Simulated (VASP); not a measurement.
Input of a VASP 6.6.1 run:

File INCAR:

```
PREC = Accurate
ENCUT = 520
EDIFF = 1E-6
ISMEAR = -1
SIGMA = 0.02
LREAL = Auto
LASPH = True
NELM = 60
ALGO = Normal
ISIF = 2
LWAVE = False
LCHARG = False
GGA = PS
NBANDS = 38
```

File KPOINTS:

```
Automatic mesh
0
Gamma
  1 1 1
```

POSCAR

```
H8SO6
1.0
    5.7889600000      0.0000000000      0.0000000000
    0.0000000000      5.7889600000      0.0000000000
    0.0000000000      0.0000000000      5.7889600000
O H S
6 8 1
Direct
    0.9154666814     -0.2885146900      0.6149118322
    0.1809478732      0.4939401896      0.3353970316
    0.6935960863      0.4550385561      0.8941329703
    0.5079668887      0.7209585141      0.2175865786
    0.5195924657      0.0907589619     -0.0020901855
    0.7875162378      0.0098463282      0.3087946712
    0.9452647799     -0.1624989635      0.7181600840
    0.8636957243     -0.2065656007      0.4552631215
    0.0993788176      0.5288169205      0.4858558359
    0.1947327326      0.3386964152      0.2951652801
    0.7686009231      0.5440009950      0.7650078771
    0.6460918714      0.2761290456      0.9388387551
    0.3582508775      0.6443644454      0.2483174871
    0.6047545673      0.5694287057      0.0057350543
    0.5375058732     -0.0029884470      0.2382984163
```

Potentials or basis: VASP PAW PBE potentials, release 64 (O, H, S).

Command:

```sh
$ cat potpaw_PBE.64/O/POTCAR potpaw_PBE.64/H/POTCAR potpaw_PBE.64/S/POTCAR > POTCAR
$ mpirun -np 1 vasp_gam > vasp.out
```

Q: Predict the band gap on the k mesh.

A: 4.88 eV, direct.

Q: What does it give for the largest force?

A: 2.631 eV/Å.

Q: Predict the pressure.

A: 0.7 GPa.

Forces in eV/Å, atoms in the order of the input:
```
O   -0.630 -0.523 -1.655
O   -0.519  2.252  0.684
O   -1.172  0.706  1.798
O    2.211  0.311 -1.392
O    0.008 -0.050 -0.906
O   -0.065 -0.275  0.037
H    0.268  0.726  0.516
H    0.186 -0.010  1.477
H    0.249 -0.110 -0.692
H   -0.080 -2.412 -0.193
H    0.445  0.066 -0.726
H   -0.248  0.113 -0.558
H   -1.889 -0.648  0.958
H    0.925 -0.640 -0.595
S    0.309  0.494  1.246
```

Caveat: the PAW data sets were made with another functional, which shifts forces and pressure a little.
